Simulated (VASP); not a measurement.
Input of a VASP 6.6.1 run:

INCAR

```
ALGO = Fast ; EDIFF = 1E-6
EDIFFG = -0.01 ; ENCUT = 520
GGA = RP ; IBRION = 2
ISIF = 2 ; ISMEAR = 1
LASPH = T ; LCHARG = F
LREAL = F ; LWAVE = F
NELM = 60 ; NSW = 40
PREC = Accurate ; SIGMA = 0.1
```

Contents of KPOINTS:

```
k-points
0
Gamma
  7 7 7
```

Contents of POSCAR:

```
Zr3B2
1.0
    3.6107492400      0.0000000000      0.0000000000
    0.0000000000      3.6107492400      0.0000000000
    0.0000000000      0.0000000000      3.6107492400
Zr B
3 2
Direct
    0.5000000000      0.0000000000      0.0000000000
    0.0000000000      0.5000000000      0.0000000000
    0.0000000000      0.0000000000      0.5000000000
    0.5000000000      0.5000000000      0.5000000000
    0.0000000000      0.0000000000      0.0000000000
```

Potentials or basis: VASP PAW PBE potentials, release 64 (Zr_sv, B).

Launch:

```bash
$ cat potpaw_PBE.64/Zr_sv/POTCAR potpaw_PBE.64/B/POTCAR > POTCAR
$ mpirun -np 1 vasp_std > vasp.out
```

Task: Predict the band gap on the k mesh.

Result: None (metal or under the smearing width).

Final structure:
```
CELL_PARAMETERS angstrom
3.61075 0.00000 0.00000
0.00000 3.61075 0.00000
0.00000 0.00000 3.61075
ATOMIC_POSITIONS crystal
Zr 0.50000 0.00000 0.00000
Zr 0.00000 0.50000 0.00000
Zr 0.00000 0.00000 0.50000
B 0.50000 0.50000 0.50000
B 0.00000 0.00000 0.00000
```

Caveat: the relaxation stopped at its first step, so nothing moved.
